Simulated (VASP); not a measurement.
OSZICAR of a VASP run on MgS (space group Fm-3m):

File OSZICAR:
```
       N       E                     dE             d eps       ncg     rms          rms(c)
DAV:   1     0.144176907089E+02    0.14418E+02   -0.28229E+03   344   0.512E+02
DAV:   2    -0.830060396141E+01   -0.22718E+02   -0.21175E+02   448   0.896E+01
DAV:   3    -0.890968767391E+01   -0.60908E+00   -0.60908E+00   384   0.197E+01
DAV:   4    -0.891265043096E+01   -0.29628E-02   -0.29628E-02   528   0.147E+00
DAV:   5    -0.891265159067E+01   -0.11597E-05   -0.11597E-05   384   0.288E-02    0.437E+00
DAV:   6    -0.854075239449E+01    0.37190E+00   -0.97227E-01   336   0.484E+00    0.345E+00
DAV:   7    -0.849998825015E+01    0.40764E-01   -0.23707E-01   392   0.257E+00    0.226E+00
DAV:   8    -0.849995699853E+01    0.31252E-04   -0.13217E-02   392   0.952E-01    0.816E-01
DAV:   9    -0.849979881704E+01    0.15818E-03   -0.47462E-04   400   0.170E-01    0.273E-01
DAV:  10    -0.849983942654E+01   -0.40610E-04   -0.14883E-04   424   0.791E-02    0.126E-02
DAV:  11    -0.849983753705E+01    0.18895E-05   -0.18752E-05   392   0.224E-02    0.127E-02
DAV:  12    -0.849983744992E+01    0.87139E-07   -0.38230E-07   208   0.528E-03
   1 F= -.84998374E+01 E0= -.84998374E+01  d E =-.184714E-10
```

Problem. Which electronic solver shows in the log?

Solution. It is blocked Davidson (ALGO = Normal, or the opening steps of other solvers). The INCAR had ALGO = Normal.

Problem. Can the final energy be trusted as converged?

Solution. The run converged. It stopped with EDIFF = 1E-6, NELM = 100 (PBE GGA, plane waves, VASP's PBE PAW potentials (set 64)).

The structure comes from a computed database's MgS entry; how it stands against other phases isn't given here. The cell was not relaxed at this level.
